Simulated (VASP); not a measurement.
# BePtC3 (Pm-3m) in VASP: band structure with revPBE+U

Aim: the band structure of BePtC3 with revPBE+U.

Program: VASP 6.6.1. These are calculated values, not measurements. Logs are shortened: lines on timing, memory, paths and dates and some standing lists are left out, and cuts for length are marked.

## (1) The structure

Symmetry: Pm-3m, No. 221, cubic system. Conventional cell: a = 3.608 Å, b = 3.608 Å, c = 3.608 Å, α = 90.00°, β = 90.00°, γ = 90.00°. Be (site symmetry m-3m) has 6 C at 1.80 Å as nearest neighbours. Pt (site symmetry m-3m) is surrounded by 12 C at 2.55 Å. Around C (site symmetry 4/mmm) lie 2 Be at 1.80 Å.

The cell was built by a generator and needn't be a form met in nature.

## (2) Band structure, revPBE+U

File run.py:

```python
from ase.calculators.vasp import Vasp
from ase.dft.bandgap import bandgap
from ase.io import read

atoms = read('POSCAR')
calc = Vasp(
    directory='calc',
    xc='revpbe',
    pp='PBE',
    setups='recommended',
    prec='Accurate',
    encut=520,
    ediff=1e-06,
    ismear=0,
    sigma=0.01,
    lreal=False,
    lasph=True,
    nelm=60,
    algo='Normal',
    isif=2,
    lwave=False,
    lcharg=True,
    lmaxmix=4,
    ldautype=1,
    ldauprint=1,
    ldau_luj={'Pt': {'L': 2, 'U': 1, 'J': 1.0}},
    kpts=[7, 7, 7],
    gamma=True,
)
atoms.calc = calc

print('energy (eV):', atoms.get_potential_energy())
print('free energy (eV):', atoms.get_potential_energy(force_consistent=True))
efermi = calc.get_fermi_level()
print('Fermi level (eV):', efermi)
path = atoms.cell.bandpath(npoints=60, eps=1e-4)
print('path:', path.path)
calc.set(kpts=path.kpts, reciprocal=True, icharg=11, isym=0, lcharg=False)
calc.calculate(atoms)
print('gap on the path (eV):', bandgap(calc, efermi=efermi)[0])
print('direct gap on the path (eV):', bandgap(calc, efermi=efermi, direct=True)[0])
```

File POSCAR:

```
BePtC3
1.0
    3.6083000000      0.0000000000      0.0000000000
    0.0000000000      3.6083000000      0.0000000000
    0.0000000000      0.0000000000      3.6083000000
Be Pt C
1 1 3
Direct
    0.5000000000      0.5000000000      0.5000000000
    0.0000000000      0.0000000000      0.0000000000
    0.5000000000      0.5000000000      0.0000000000
    0.0000000000      0.5000000000      0.5000000000
    0.5000000000      0.0000000000      0.5000000000
```

Potentials or basis: VASP PAW PBE potentials, release 64 (Be, Pt, C).

Run with:

```sh
$ python run.py
```

The log of the run:

```text
energy (eV): -23.97503858
free energy (eV): -23.97523489
Fermi level (eV): 7.66843728
path: GXMGRX,MR
gap on the path (eV): 0.0
direct gap on the path (eV): 0.0
```

OUTCAR:

```text
ENCUT = 520.000000
   EDIFF = 1.00e-06
   GGA = RE
   PREC = Accurate
   ICHARG = 11
   ISIF = 2
   ISMEAR = 0
   ISYM = 0
   NELM = 60
   LASPH = .TRUE.
   LREAL = .FALSE.

 ion  position               nearest neighbor table
   1  0.500  0.500  0.500-   3 1.80   4 1.80   5 1.80   3 1.80   5 1.80   4 1.80
   2  0.000  0.000  0.000-   3 2.55   4 2.55   5 2.55   4 2.55   5 2.55   3 2.55   4 2.55   4 2.55
                             3 2.55   5 2.55   5 2.55   3 2.55
   3  0.500  0.500  0.000-   1 1.80   1 1.80   2 2.55   2 2.55   2 2.55   2 2.55
   4  0.000  0.500  0.500-   1 1.80   1 1.80   2 2.55   2 2.55   2 2.55   2 2.55
   5  0.500  0.000  0.500-   1 1.80   1 1.80   2 2.55   2 2.55   2 2.55   2 2.55

IMPORTANT INFORMATION: All symmetrisations will be switched off!
NOSYMM: (Re-)initialisation of all symmetry stuff for point group C_1.

----------------------------------------------------------------------------------------

                                     Primitive cell

  volume of cell :      46.9794

  direct lattice vectors                    reciprocal lattice vectors
     3.608300000  0.000000000  0.000000000     0.277138819  0.000000000  0.000000000
     0.000000000  3.608300000  0.000000000     0.000000000  0.277138819  0.000000000
     0.000000000  0.000000000  3.608300000     0.000000000  0.000000000  0.277138819

  length of vectors
     3.608300000  3.608300000  3.608300000     0.277138819  0.277138819  0.277138819

  position of ions in fractional coordinates (direct lattice)
     0.500000000  0.500000000  0.500000000
     0.000000000  0.000000000  0.000000000
     0.500000000  0.500000000  0.000000000
     0.000000000  0.500000000  0.500000000
     0.500000000  0.000000000  0.500000000

  ion indices of the primitive-cell ions
   primitive index   ion index
                 1           1
                 2           2
                 3           3
                 4           4
                 5           5

----------------------------------------------------------------------------------------

 KPOINTS: KPOINTS created by Atomic Simulation Env

Read explicit list of k-points.

 Found     60 k-points:

 Following reciprocal coordinates:
            Coordinates               Weight
  0.000000  0.000000  0.000000      0.016667
  0.000000  0.071429  0.000000      0.016667
  0.000000  0.142857  0.000000      0.016667
  0.000000  0.214286  0.000000      0.016667
  0.000000  0.285714  0.000000      0.016667
  0.000000  0.357143  0.000000      0.016667
[... 16 lines left out ...]
  0.136364  0.136364  0.000000      0.016667
  0.090909  0.090909  0.000000      0.016667
 [... further k-points ...]
   k-points           NKPTS =     60   k-points in BZ     NKDIM =     60   number of bands    NBANDS=     16
   number of dos      NEDOS =    301   number of ions     NIONS =      5
   total plane-waves  NPLWV =  21952
   dimension x,y,z NGX =    28 NGY =   28 NGZ =   28
   dimension x,y,z NGXF=    56 NGYF=   56 NGZF=   56
   ions per type =               1   1   3
   NGX,Y,Z   is equivalent  to a cutoff of  12.90, 12.90, 12.90 a.u.
   NGXF,Y,Z  is equivalent  to a cutoff of  25.80, 25.80, 25.80 a.u.
 SYSTEM =  unknown system
   PREC   = accura    normal or accurate (medium, high low for compatibility)
   ISTART =      0    job   : 0-new  1-cont  2-samecut
   ICHARG =     11    charge: 1-file 2-atom 10-const
   ISPIN  =      1    spin polarized calculation?
   LNONCOLLINEAR =      F non collinear calculations
   LSORBIT =      F    spin-orbit coupling
   LASPH  =      T    aspherical Exc in radial PAW
   ENCUT  =  520.0 eV  38.22 Ry    6.18 a.u.   6.71  6.71  6.71*2*pi/ulx,y,z
   NELM   =     60;   NELMIN=  2; NELMDL=  0     # of ELM steps
   EDIFF  = 0.1E-05   stopping-criterion for ELM
   LREAL  =      F    real-space projection
   EDIFFG = 0.1E-04   stopping-criterion for IOM
   NSW    =      0    number of steps for IOM
   IBRION =     -1    ionic relax: 0-MD 1-quasi-New 2-CG
   NFREE  =      0    steps in history (QN), initial steepest desc. (CG)
   ISIF   =      2    stress and relaxation
   ISYM   =      0    0-nonsym 1-usesym 2-fastsym
   POTIM  = 0.5000    time-step for ionic-motion
   TEBEG  =    0.0;   TEEND  =   0.0 temperature during run
   PSTRESS=    0.0 pullay stress
   NELECT =      24.0000    total number of electrons
   NUPDOWN=      -1.0000    fix difference up-down
   EMIN   =  10.00;   EMAX   =-10.00  energy-range for DOS
   EFERMI =   0.00;   METHOD = LEGACY
   ISMEAR =     0;   SIGMA  =   0.01  broadening in eV -4-tet -1-fermi 0-gaus
   EFERMI_NEDOS =   21; number of points for ismear=-14 and -15
   IALGO  =     38    algorithm
   IMIX   =      4    mixing-type and parameters
     AMIX     =   0.40;   BMIX     =  1.00
     AMIX_MAG =   1.60;   BMIX_MAG =  1.00
  volume/ion in A,a.u.               =       9.40        63.41
  Fermi-wavevector in a.u.,A,eV,Ry     =   1.308708  2.473099 23.302908  1.712715
  Thomas-Fermi vector in A             =   2.439356
   LORBIT       =      0    0 simple, 1 ext, 2 COOP (PROOUT), +10 PAW based schemes
 LDA+U is selected, type is set to LDAUTYPE =  1
   angular momentum for each species LDAUL =    -1    2   -1
   U (eV)           for each species LDAUU =   0.0  1.0  0.0
   J (eV)           for each species LDAUJ =   0.0  1.0  0.0
   GGA     = RE    functional components
   LHFCALC =     F    Hartree Fock is set to
   AEXX    =    0.0000 exact exchange contribution
   IVDW    =     0    specifies the selected vdW correction
   LEPSILON=     F    determine dielectric tensor
   LRPA    =     F    only Hartree local field effects (RPA)
 non-spin polarized calculation
 Gauss-broadening in eV      SIGMA  =   0.01
  energy-cutoff  :      520.00
  volume of cell :       46.98
 maximum number of plane-waves:      1328
 NGX is ok and might be reduce to    28

atom =   2  type =  2  l = 2

 onsite density matrix

spin component  1

  0.7924  0.0000  0.0000 -0.0000 -0.0000
  0.0000  0.7924 -0.0000  0.0000  0.0000
  0.0000 -0.0000  0.8279  0.0000 -0.0000
 -0.0000  0.0000  0.0000  0.7924  0.0000
 -0.0000  0.0000 -0.0000  0.0000  0.8279

spin component  2

  0.7924  0.0000  0.0000 -0.0000 -0.0000
  0.0000  0.7924 -0.0000  0.0000  0.0000
  0.0000 -0.0000  0.8279  0.0000 -0.0000
 -0.0000  0.0000  0.0000  0.7924  0.0000
 -0.0000  0.0000 -0.0000  0.0000  0.8279

 occupancies and eigenvectors

  o =  0.7924  v =  0.0000  0.7913 -0.0000 -0.6114 -0.0000  0.0000  0.0000  0.0000  0.0000  0.0000      0.0000  0.0000  0.0000  0.0000  0.0000  0.0000  0.0000  0.0000  0.0000  0.0000
  o =  0.7924  v =  0.0000  0.6114 -0.0000  0.7913 -0.0000  0.0000  0.0000  0.0000  0.0000  0.0000      0.0000  0.0000  0.0000  0.0000  0.0000  0.0000  0.0000  0.0000  0.0000  0.0000
  o =  0.7924  v =  0.0000  0.0000  0.0000  0.0000  0.0000  0.0000  0.7913 -0.0000 -0.6114 -0.0000      0.0000  0.0000  0.0000  0.0000  0.0000  0.0000  0.0000  0.0000  0.0000  0.0000
  o =  0.7924  v =  0.0000  0.0000  0.0000  0.0000  0.0000  0.0000  0.6114 -0.0000  0.7913 -0.0000      0.0000  0.0000  0.0000  0.0000  0.0000  0.0000  0.0000  0.0000  0.0000  0.0000
  o =  0.7924  v =  0.0000  0.0000  0.0000  0.0000  0.0000  1.0000  0.0000  0.0000  0.0000  0.0000      0.0000  0.0000  0.0000  0.0000  0.0000  0.0000  0.0000  0.0000  0.0000  0.0000
  o =  0.7924  v =  1.0000  0.0000  0.0000  0.0000  0.0000  0.0000  0.0000  0.0000  0.0000  0.0000      0.0000  0.0000  0.0000  0.0000  0.0000  0.0000  0.0000  0.0000  0.0000  0.0000
  o =  0.8279  v =  0.0000  0.0000  0.0000  0.0000  0.0000  0.0000  0.0000  0.0000  0.0000  1.0000      0.0000  0.0000  0.0000  0.0000  0.0000  0.0000  0.0000  0.0000  0.0000  0.0000
  o =  0.8279  v =  0.0000  0.0000  0.0000  0.0000  1.0000  0.0000  0.0000  0.0000  0.0000  0.0000      0.0000  0.0000  0.0000  0.0000  0.0000  0.0000  0.0000  0.0000  0.0000  0.0000
  o =  0.8279  v =  0.0000  0.0000  0.0000  0.0000  0.0000  0.0000  0.0000  1.0000 -0.0000 -0.0000      0.0000  0.0000  0.0000  0.0000  0.0000  0.0000  0.0000  0.0000  0.0000  0.0000
  o =  0.8279  v =  0.0000  0.0000  1.0000 -0.0000 -0.0000  0.0000  0.0000  0.0000  0.0000  0.0000      0.0000  0.0000  0.0000  0.0000  0.0000  0.0000  0.0000  0.0000  0.0000  0.0000

 number of electron      23.9999997 magnetization

 Free energy of the ion-electron system (eV)
  ---------------------------------------------------
  ext. energy  EPLUGINS =         0.00000000
  ---------------------------------------------------
  free energy    TOTEN  =       -24.00948818 eV

  energy without entropy =      -24.00945477  energy(sigma->0) =      -24.00947147

 E-fermi :   7.4009     XC(G=0): -12.2120

 val. band max:        7.3877313021   @ k =   0.1429   0.5000   0.0000
 cond. band min:       7.4140218121   @ k =   0.1429   0.1429   0.1429
 fundamental gap:      0.0262905100
 Fermi energy:         7.4008765571

 k-point     1 :       0.0000    0.0000    0.0000
  band No.  band energies     occupation
      1      -7.3635      2.00000
      2      -0.6584      2.00000
      3      -0.6584      2.00000
      4       1.9433      2.00000
      5       1.9433      2.00000
      6       1.9433      2.00000
[... 8 lines left out ...]
     15       9.4734      0.00000
     16       9.5130      0.00000
[... 419 lines left out ...]
 k-point    24 :       0.0909    0.0909    0.0000
  band No.  band energies     occupation
      1      -7.2077      2.00000
      2      -1.1459      2.00000
      3      -0.8050      2.00000
      4       1.9018      2.00000
      5       1.9247      2.00000
      6       2.6177      2.00000
[... 8 lines left out ...]
     15       9.0044      0.00000
     16       9.3213      0.00000

 [... further k-points ...]

------------------------ aborting loop because EDIFF is reached ----------------------------------------

  FORCE on cell =-STRESS in cart. coord.  units (eV):
  Direction    XX          YY          ZZ          XY          YZ          ZX
  --------------------------------------------------------------------------------------
  -------------------------------------------------------------------------------------
  Total        8.9915253      4.1865986     13.2182556      0.6552878      0.3520768      0.2279410
  in kB      306.6451056    142.7788876    450.7926368     22.3477999     12.0071546      7.7736508
  external PRESSURE =     300.0722100 kB  Pullay stress =       0.0000000 kB

 VOLUME and BASIS-vectors are now :
 -----------------------------------------------------------------------------
  energy-cutoff  :      520.00
  volume of cell :       46.98
      direct lattice vectors                 reciprocal lattice vectors
     3.608300000  0.000000000  0.000000000     0.277138819  0.000000000  0.000000000
     0.000000000  3.608300000  0.000000000     0.000000000  0.277138819  0.000000000
     0.000000000  0.000000000  3.608300000     0.000000000  0.000000000  0.277138819

 POSITION                                       TOTAL-FORCE (eV/Angst)
 -----------------------------------------------------------------------------------
      1.80415      1.80415      1.80415         0.000002      0.000000      0.000002
      0.00000      0.00000      0.00000         0.000003      0.000006      0.000008
      1.80415      1.80415      0.00000        -0.000006     -0.000005     -0.000001
      0.00000      1.80415      1.80415        -0.000003     -0.000004     -0.000004
      1.80415      0.00000      1.80415         0.000004      0.000003     -0.000004
 -----------------------------------------------------------------------------------
    total drift:                               -0.000002      0.000004     -0.000002

  FREE ENERGIE OF THE ION-ELECTRON SYSTEM (eV)
  ---------------------------------------------------
  free  energy   TOTEN  =       -24.0094881752 eV

  energy  without entropy=      -24.0094547670  energy(sigma->0) =      -24.00947147
```

INCAR:

```text
ENCUT = 520.000000
SIGMA = 0.010000
EDIFF = 1.00e-06
ALGO = Normal
GGA = RE
PREC = Accurate
ICHARG = 11
ISIF = 2
ISMEAR = 0
ISYM = 0
LDAUPRINT = 1
LDAUTYPE = 1
LMAXMIX = 4
NELM = 60
LASPH = .TRUE.
LCHARG = .FALSE.
LWAVE = .FALSE.
LREAL = .FALSE.
LDAU = .TRUE.
LDAUL = -1 2 -1
LDAUU = 0.000 1.000 0.000
LDAUJ = 0.000 1.000 0.000
```

Run time: 27 s. Hardware: 1 thread of AMD EPYC 9R14 (Zen 4), shared host; peak memory 0.15 GiB.

What came out:

```
Band gap along the path : none (metal or under the smearing width)
```

Levels at the corners of the path, in eV from the Fermi level:
```
point  band 8  band 9  band 10  band 11  band 12  band 13  band 14  band 15  band 16
    Γ   -2.61   -2.61    -1.91    -1.91     0.71     0.71     0.71     1.80     1.84
    X   -2.51   -1.55    -1.55    -1.27    -1.25    -1.25    -0.85     2.83     3.25
    M   -3.07   -2.25    -1.71    -1.12    -0.60    -0.60     2.22     2.50     2.50
    Γ   -2.61   -2.61    -1.91    -1.91     0.71     0.71     0.71     1.81     1.84
    R   -1.95   -1.95    -1.22    -1.22    -1.22     0.64     2.32     2.32     3.33
    X   -2.51   -1.55    -1.55    -1.27    -1.25    -1.25    -0.85     2.83     3.25
    M   -3.07   -2.25    -1.71    -1.12    -0.60    -0.60     2.22     2.50     2.50
    R   -1.95   -1.95    -1.22    -1.22    -1.22     0.64     2.32     2.32     3.33
```

Caveat: the log is that of the step along the path at fixed density, whose energy, stress, charges and moments have no meaning; the PAW data sets were made with another functional, which shifts forces and pressure a little; spin-orbit coupling is left out, which moves the levels of the heavy elements; U without spin polarisation on a metal has little footing; the U is typed as a test and isn't derived for this compound.
